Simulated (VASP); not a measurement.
Calculation: PBE GGA, VASP's PBE PAW potentials (set 64) (plane waves; VASP).

Input for VASP

**INCAR**
```
! general
SYSTEM = NaCl
PREC   = Accurate
ENCUT  = 400
LREAL  = Auto
LASPH  = .TRUE.   ! aspherical one-centre terms

! electronic loop
EDIFF  = 1E-6
NELM   = 100
ALGO   = Normal   ! blocked Davidson

! smearing
ISMEAR = 0   ! Gaussian
SIGMA  = 0.05   ! width (eV)

! functional
GGA    = PE

! ions
ISIF   = 2   ! forces and stress, cell fixed

! output
LWAVE  = .FALSE.
LCHARG = .FALSE.
```

File POSCAR:
```
NaCl
1
    0.0000000000     2.8200000000     2.8200000000
    2.8200000000     0.0000000000     2.8200000000
    2.8200000000     2.8200000000     0.0000000000
Na Cl
1 1
Direct
  0.0000000000   0.0000000000   0.0000000000
  0.5000000000   0.5000000000   0.5000000000
```

**KPOINTS**
```
Automatic mesh
0
Gamma
7 7 7
0 0 0
```

POTCAR, in this order: Na_pv Cl (PBE.64 set). Program: vasp_std.

Output of the run:

File OUTCAR:
```
 ion  position               nearest neighbor table
   1  0.000  0.000  0.000-
   2  0.500  0.500  0.500-
  LATTYP: Found a face centered cubic cell.
 ALAT       =     5.6400000000
 Subroutine PRICEL returns:
 Original cell was already a primitive cell.
 Subroutine GETGRP returns: Found 48 space group operations
The static configuration has the point symmetry O_h .
The dynamic configuration has the point symmetry O_h .
 Subroutine INISYM returns: Found 48 space group operations
 Subroutine IBZKPT returns following result:
 Found     20 irreducible k-points:

 Following reciprocal coordinates:
            Coordinates               Weight
  0.000000  0.000000  0.000000      1.000000
  0.142857  0.000000  0.000000      8.000000
  0.285714  0.000000  0.000000      8.000000
  0.428571  0.000000  0.000000      8.000000
  0.142857  0.142857  0.000000      6.000000
  0.285714  0.142857  0.000000     24.000000
  0.428571  0.142857  0.000000     24.000000
 -0.428571  0.142857  0.000000     24.000000
 -0.285714  0.142857  0.000000     24.000000
 -0.142857  0.142857  0.000000     12.000000
  0.285714  0.285714  0.000000      6.000000
  0.428571  0.285714  0.000000     24.000000
 -0.428571  0.285714  0.000000     24.000000
 -0.285714  0.285714  0.000000     12.000000
  0.428571  0.428571  0.000000      6.000000
 -0.428571  0.428571  0.000000     12.000000
  0.428571  0.285714  0.142857     24.000000
 -0.428571  0.285714  0.142857     48.000000
 -0.428571  0.428571  0.142857     24.000000
 -0.285714  0.428571  0.142857     24.000000
   k-points           NKPTS =     20   k-points in BZ     NKDIM =     20   number of bands    NBANDS=     11
   number of dos      NEDOS =    301   number of ions     NIONS =      2
   total plane-waves  NPLWV =  21952
   dimension x,y,z NGX =    28 NGY =   28 NGZ =   28
...
```

File OSZICAR:
```
       N       E                     dE             d eps       ncg     rms          rms(c)
DAV:   1     0.908465077544E+02    0.90847E+02   -0.65953E+03   440   0.108E+03
DAV:   2     0.123120167339E+01   -0.89615E+02   -0.83329E+02   478   0.262E+02
DAV:   3    -0.680065804977E+01   -0.80319E+01   -0.79840E+01   530   0.813E+01
DAV:   4    -0.696938721324E+01   -0.16873E+00   -0.16860E+00   491   0.130E+01
DAV:   5    -0.697339553898E+01   -0.40083E-02   -0.40079E-02   595   0.195E+00    0.212E+00
DAV:   6    -0.678125569690E+01    0.19214E+00   -0.38736E-01   500   0.416E+00    0.160E+00
DAV:   7    -0.676943542290E+01    0.11820E-01   -0.90947E-02   550   0.202E+00    0.108E+00
DAV:   8    -0.677503923392E+01   -0.56038E-02   -0.96467E-03   461   0.104E+00    0.247E-01
DAV:   9    -0.677498469379E+01    0.54540E-04   -0.19211E-04   548   0.134E-01    0.133E-01
DAV:  10    -0.677513880736E+01   -0.15411E-03   -0.31075E-04   464   0.158E-01    0.472E-02
DAV:  11    -0.677513132388E+01    0.74835E-05   -0.17996E-05   509   0.431E-02    0.837E-03
DAV:  12    -0.677513148134E+01   -0.15747E-06   -0.12468E-06   470   0.124E-02
   1 F= -.67751315E+01 E0= -.67751315E+01  d E =-.699724E-15
```

OUTCAR:
```
------------------------ aborting loop because EDIFF is reached ----------------------------------------
  FORCE on cell =-STRESS in cart. coord.  units (eV):
  Direction    XX          YY          ZZ          XY          YZ          ZX
  --------------------------------------------------------------------------------------
  Total        0.1583046      0.1583046      0.1583046      0.0000000      0.0000000     -0.0000000
  in kB        5.6549240      5.6549240      5.6549240      0.0000000      0.0000000     -0.0000000
  external PRESSURE =       5.6549240 kB  Pullay stress =       0.0000000 kB
  volume of cell :       44.85
      direct lattice vectors                 reciprocal lattice vectors
     0.000000000  2.820000000  2.820000000    -0.177304965  0.177304965  0.177304965
     2.820000000  0.000000000  2.820000000     0.177304965 -0.177304965  0.177304965
     2.820000000  2.820000000  0.000000000     0.177304965  0.177304965 -0.177304965
  FREE ENERGIE OF THE ION-ELECTRON SYSTEM (eV)
  ---------------------------------------------------
  free  energy   TOTEN  =        -6.7751314813 eV

  energy  without entropy=       -6.7751314813  energy(sigma->0) =       -6.77513148
```
(Selected blocks of OUTCAR.)

The compound is NaCl in the rock salt structure. The cell was not relaxed at this level. The run is one of a series of settings (LREAL = Auto against the base run), some of them coarse on purpose.
